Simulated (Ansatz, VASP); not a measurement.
NaCaNbSnO6 in VASP and in Ansatz

```
CELL_PARAMETERS angstrom
0.00000 4.03806 4.03806
4.03806 0.00000 4.03806
4.03806 4.03806 0.00000
ATOMIC_POSITIONS crystal
Na 0.25000 0.25000 0.25000
Ca 0.75000 0.75000 0.75000
Nb 0.00000 0.00000 0.00000
Sn 0.50000 0.50000 0.50000
O 0.75339 0.24661 0.24661
O 0.24661 0.75339 0.75339
O 0.75339 0.75339 0.24661
O 0.24661 0.24661 0.75339
O 0.24661 0.75339 0.24661
O 0.75339 0.24661 0.75339
```

The cell comes from a database or a generator and needn't be the stable form of this composition.

Alike in both runs: task single point; functional PBE; k mesh 6 × 6 × 6; occupations gaussian, width 0.05 eV; no spin polarisation.

|  | VASP | Ansatz |
| --- | --- | --- |
| version | VASP 6.6.1 | Ansatz 0.2.0 |
| potentials or method | VASP PAW PBE potentials, release 64 (Na_pv, Ca_sv, Nb_sv, Sn_d, O) | scalar-relativistic, plane waves, PAW |
| plane-wave cutoff (eV) | 520 | 420 |
| valence electrons in the cell | 80 | 82 |

```csv
,VASP,Ansatz,Ansatz less VASP
gap on the k mesh at the Fermi level (eV),3.31,3.32,+0.014
pressure (GPa),-2.3,-2.3,-0.06
rms of the force components (eV/Å),0.203,0.177,-0.0266
```

Atom by atom the forces differ by 0.027 eV/Å (rms over components). The functional is the same, so the differences come from potentials, cutoffs and numerics. The two sets of potentials don't hold the same shells in valence.

Caveats: spin-orbit coupling is left out, which moves the levels of the heavy elements. A k mesh can miss the band edges.
